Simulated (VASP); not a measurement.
# What goes wrong when the modes of Sb (Antimony) are computed with a bad input, part 2 of 2

Aim: see how common mistakes in a phonon run show up, on Sb (Antimony). The starting structure is a measured crystal structure from the Crystallography Open Database.

VASP 6.6.1.

Results so far: reference A1g 142.8 cm⁻¹; finite displacements, else as the reference A1g 142.7 cm⁻¹; a cutoff far too low A1g 146.0 cm⁻¹; a loose electronic threshold A1g 141.0 cm⁻¹.

## (6) Modes with a structure that was not relaxed

Level of this step: LDA; plane waves and PAW (Sb) (VASP).

A slip made on purpose: a structure that was not relaxed. Against step 2 the input has another starting structure (also changed: NELM).

File INCAR:

```
SYSTEM = Sb
PREC = Accurate
ENCUT = 450
EDIFF = 1E-08
NELM = 60
ISMEAR = 1
SIGMA = 0.15
LREAL = .FALSE.
ALGO = Normal
GGA = CA
NBANDS = 11
LORBIT = 11
LWAVE = .FALSE.
LCHARG = .FALSE.
KPAR = 2
IBRION = 8
ISIF = 2
```

File POSCAR:

```
Sb
1.0
    2.1542000000      1.2437279499      3.7580000000
   -2.1542000000      1.2437279499      3.7580000000
    0.0000000000     -2.4874558998      3.7580000000
Sb
2
Direct
    0.7665100000      0.7665100000      0.7665100000
    0.2334900000      0.2334900000      0.2334900000
```

File KPOINTS:

```
Automatic mesh
0
Gamma
12 12 12
0 0 0
```

PAW data sets: Sb (LDA family, release 64).

Command:

```sh
> mpirun -np 2 vasp_std
```

The log of the run:

```text
[... set-up lines as in an earlier step ...]
 entering main loop
       N       E                     dE             d eps       ncg     rms          rms(c)
DAV:   1     0.341610345794E+02    0.34161E+02   -0.32875E+03  4158   0.637E+02
DAV:   2    -0.774593481873E+01   -0.41907E+02   -0.40720E+02  5687   0.110E+02
DAV:   3    -0.962719216616E+01   -0.18813E+01   -0.18600E+01  5108   0.267E+01
DAV:   4    -0.964385459768E+01   -0.16662E-01   -0.16542E-01  4739   0.302E+00
[...]
DAV:  10    -0.961731419947E+01    0.40086E-06   -0.22968E-06  4731   0.834E-03    0.111E-03
DAV:  11    -0.961731425165E+01   -0.52180E-07   -0.18609E-07  4710   0.277E-03    0.435E-04
DAV:  12    -0.961731425214E+01   -0.48431E-09   -0.12926E-08  3074   0.625E-04
   1 F= -.96173143E+01 E0= -.96175957E+01  d E =0.844353E-03
 Linear response reoptimize wavefunctions to high precision
DAV:   1    -0.961731425237E+01   -0.22879E-09   -0.26124E-09  4395   0.334E-04
DAV:   2    -0.961731425238E+01   -0.18304E-10   -0.12311E-10  2415   0.754E-05
 Linear response DOF=           2
 Linear response progress:
[...]
RMM:   8    -0.255869261854E-01    0.11055E-06   -0.44346E-08 33794   0.476E-05    0.155E-05
RMM:   9    -0.255869034337E-01    0.22752E-07   -0.42122E-09 33845   0.129E-05    0.197E-06
RMM:  10    -0.255868986654E-01    0.47683E-08   -0.82863E-10 33318   0.601E-06    0.776E-07
 first order change of Fermi-energy  -0.30739E-04
 force on displaced ion       1 direction 1 :  -2.786  -0.000  -0.000
 Linear response progress:
  Degree of freedom:   2/  2
       N       E                     dE             d eps       ncg     rms          rms(c)
RMM:   1    -0.271849326138E-01   -0.27185E-01    0.16806E-02  8121   0.121E+00
RMM:   2    -0.260548869882E-01    0.11300E-02   -0.17233E-03  6478   0.260E-01    0.488E-02
RMM:   3    -0.259316911659E-01    0.12320E-03   -0.52423E-05  6899   0.465E-02    0.291E-02
RMM:   4    -0.258363813259E-01    0.95310E-04   -0.30579E-05  6734   0.263E-02    0.776E-03
[...]
RMM:   8    -0.258400048171E-01   -0.44100E-07   -0.31916E-09  7214   0.708E-05    0.306E-05
RMM:   9    -0.258400305806E-01   -0.25763E-07    0.58384E-10  7246   0.238E-05    0.155E-05
RMM:  10    -0.258400333707E-01   -0.27901E-08    0.49503E-10  7320   0.940E-06    0.492E-06
 first order change of Fermi-energy  -0.53228E+00
 force on displaced ion       1 direction 3 :   0.000   0.000  -5.258
 Linear response finished
```

Run time: 4.6 min. Hardware: 2 MPI ranks of AMD EPYC 7R43, shared host; peak memory 1.8 GiB.

OUTCAR, selected parts (step 6):

```text
  Total       -0.2775128     -0.2775128     -0.4659361      0.0000000     -0.0000000     -0.0000000
  in kB       -7.3599370     -7.3599370    -12.3571278      0.0000000     -0.0000000     -0.0000000
  external PRESSURE =      -9.0256673 kB  Pullay stress =       0.0000000 kB

 POSITION                                       TOTAL-FORCE (eV/Angst)
 -----------------------------------------------------------------------------------
      0.00000      0.00000      8.64163         0.000000      0.000000     -0.113031
      0.00000      0.00000      2.63237         0.000000     -0.000000      0.113031
 -----------------------------------------------------------------------------------
    total drift:                               -0.000000     -0.000000      0.000000

[... 1 part as in an earlier step ...]

[... 1 further part left out ...]
```

With a structure that was not relaxed the modes are A1g 153.3, Eg 111.5 cm⁻¹; the largest shift is +21.5 cm⁻¹, in Eg, from the reference.

## (7) Modes with a k mesh far too coarse

A slip made on purpose: a k mesh far too coarse. Against step 2 the input has a 2×2×2 mesh (also changed: NELM and KPAR).

INCAR: that of step 6 with these lines changed.

```diff
@@ -14,3 +14,2 @@
 LCHARG = .FALSE.
-KPAR = 2
 IBRION = 8
```

File POSCAR:

```
Sb
1.0
    2.1512309692      1.2420137792      3.6474141679
   -2.1512309692      1.2420137792      3.6474141679
    0.0000000000     -2.4840275584      3.6474141679
Sb
2
Direct
    0.7635715781      0.7635715781      0.7635715781
    0.2364284219      0.2364284219      0.2364284219
```

File KPOINTS:

```
Automatic mesh
0
Gamma
2 2 2
0 0 0
```

Command:

```sh
> mpirun -np 2 vasp_std
```

The log of the run:

```text
[banner, memory and clock lines left out]
running    2 mpi-ranks, on    1 nodes
[...]
LDA part: xc-table for (Slater(with rela. corr.)+CA(PZ))
 , standard interpolation
|                                                                             |
|           W    W    AA    RRRRR   N    N  II  N    N   GGGG   !!!           |
|           W    W   A  A   R    R  NN   N  II  NN   N  G    G  !!!           |
|           W    W  A    A  R    R  N N  N  II  N N  N  G       !!!           |
|           W WW W  AAAAAA  RRRRR   N  N N  II  N  N N  G  GGG   !            |
|           WW  WW  A    A  R   R   N   NN  II  N   NN  G    G                |
|           W    W  A    A  R    R  N    N  II  N    N   GGGG   !!!           |
|                                                                             |
|     The number of bands has been changed from the values supplied in        |
|     The orbitals not found in the WAVECAR file will be initialized with     |
|     random numbers, which is usually adequate. For correlated               |
[...]
RMM:  10    -0.295066953157E-01   -0.44120E-07    0.23737E-07   374   0.403E-05    0.255E-06
RMM:  11    -0.295066809858E-01    0.14330E-07    0.13900E-07   376   0.300E-05    0.111E-06
RMM:  12    -0.295066870818E-01   -0.60960E-08    0.95691E-08   347   0.286E-05    0.419E-07
 first order change of Fermi-energy   0.62708E-06
 force on displaced ion       1 direction 1 :  15.294   0.009   0.000
 Linear response progress:
  Degree of freedom:   2/  2
       N       E                     dE             d eps       ncg     rms          rms(c)
RMM:   1    -0.262198364510E-01   -0.26220E-01    0.20694E-02   168   0.110E+00
RMM:   2    -0.270984118470E-01   -0.87858E-03   -0.91731E-04   150   0.179E-01    0.149E-01
RMM:   3    -0.285083736919E-01   -0.14100E-02   -0.61049E-04   148   0.104E-01    0.578E-02
RMM:   4    -0.287343295473E-01   -0.22596E-03   -0.28721E-05   159   0.273E-02    0.317E-02
[...]
RMM:  10    -0.291007567745E-01   -0.50763E-07    0.11116E-08   176   0.491E-05    0.829E-06
RMM:  11    -0.291008385603E-01   -0.81786E-07    0.94905E-09   180   0.315E-05    0.280E-06
RMM:  12    -0.291008398826E-01   -0.13223E-08    0.64069E-09   175   0.279E-05    0.652E-07
 first order change of Fermi-energy   0.38903E+00
 force on displaced ion       1 direction 3 :   0.000   0.000   5.379
 Linear response finished
```

It took 8.8 s on 2 MPI ranks; peak memory 0.23 GiB.

Parts of OUTCAR (step 7):

```text
  Total        2.0927391      2.0927391      2.3346147      0.0000000      0.0000000     -0.0000000
  in kB       57.3424037     57.3424038     63.9699487      0.0000000      0.0000000     -0.0000000
  external PRESSURE =      59.5515854 kB  Pullay stress =       0.0000000 kB

 POSITION                                       TOTAL-FORCE (eV/Angst)
 -----------------------------------------------------------------------------------
      0.00000      0.00000      8.35519         0.000000     -0.000000      2.114632
      0.00000      0.00000      2.58706         0.000000      0.000000     -2.114632
 -----------------------------------------------------------------------------------
    total drift:                               -0.000000      0.000000      0.000000

[... 1 part as in an earlier step ...]

[... 1 further part left out ...]
```

With a k mesh far too coarse the modes are A1g -155.0, Eg -261.3 cm⁻¹; Eg, real with the reference, turns imaginary. Imaginary, given as negative numbers: A1g and Eg.

## (8) All runs side by side

```
                                        run     A1g      Eg  imaginary modes, each partner counted                method  core minutes
                                  reference   142.8    90.0                                      0   perturbation theory          12.7
finite displacements, else as the reference   142.7    90.0                                      0  finite displacements          7.07
                       a cutoff far too low   146.0    95.4                                      0   perturbation theory           1.0
               a loose electronic threshold   141.0    88.9                                      0  finite displacements          3.63
           a structure that was not relaxed   153.3   111.5                                      0   perturbation theory           9.2
                    a k mesh far too coarse  -155.0  -261.3                                      3   perturbation theory         0.293
```

Modes are in cm⁻¹, degenerate ones as one, matched between runs by symmetry and order. A number in brackets counts the listed modes of one symmetry from the lowest. The symmetry labels come from an automatic analysis and can be wrong where levels nearly coincide. Core minutes are wall time times ranks of the run shown, on a shared host.

## (9) Summary of results

| Property | Result |
| --- | --- |
| A1g, reference | 142.8 cm⁻¹ |
| Eg, reference | 90.0 cm⁻¹ |
| A1g, finite displacements, else as the reference | 142.7 cm⁻¹ |
| Eg, finite displacements, else as the reference | 90.0 cm⁻¹ |
| A1g, a cutoff far too low | 146.0 cm⁻¹ |
| Eg, a cutoff far too low | 95.4 cm⁻¹ |
| A1g, a loose electronic threshold | 141.0 cm⁻¹ |
| Eg, a loose electronic threshold | 88.9 cm⁻¹ |
| A1g, a structure that was not relaxed | 153.3 cm⁻¹ |
| Eg, a structure that was not relaxed | 111.5 cm⁻¹ |
| A1g, a k mesh far too coarse | -155.0 cm⁻¹ |
| Eg, a k mesh far too coarse | -261.3 cm⁻¹ |

**Reading.** Finished, but with signs in the output that stand out against the reference: a cutoff far too low, with modes off by up to +5.4 cm⁻¹, in Eg (signs: a pressure of 0.1 GPa on the undisplaced cell); a structure that was not relaxed, with modes off by up to +22 cm⁻¹, in Eg (signs: a pressure of -0.9 GPa on the undisplaced cell and forces of up to 0.11 eV/Å on the undisplaced atoms); a k mesh far too coarse, with Eg turned imaginary, like 1 more of the compared levels (signs: a pressure of 6.0 GPa on the undisplaced cell, forces of up to 2.11 eV/Å on the undisplaced atoms and imaginary modes). Little came of a loose electronic threshold in this material. Runs with finite displacements are held against the sound run of that kind. Further runs on this material are not shown.

[Lines on the potential files, build, host, timing and source positions are cut from VASP's logs without a mark.]

[Logs are printed without paths, hosts, clocks, repeated set-up lines and the standing remarks that a program may print on its own settings, such as how far it seeks lower states.]

[Hosts, paths, dates, database ids (printed as entryN), source tags and the programs' standing remarks are cut or masked in the printed files.]
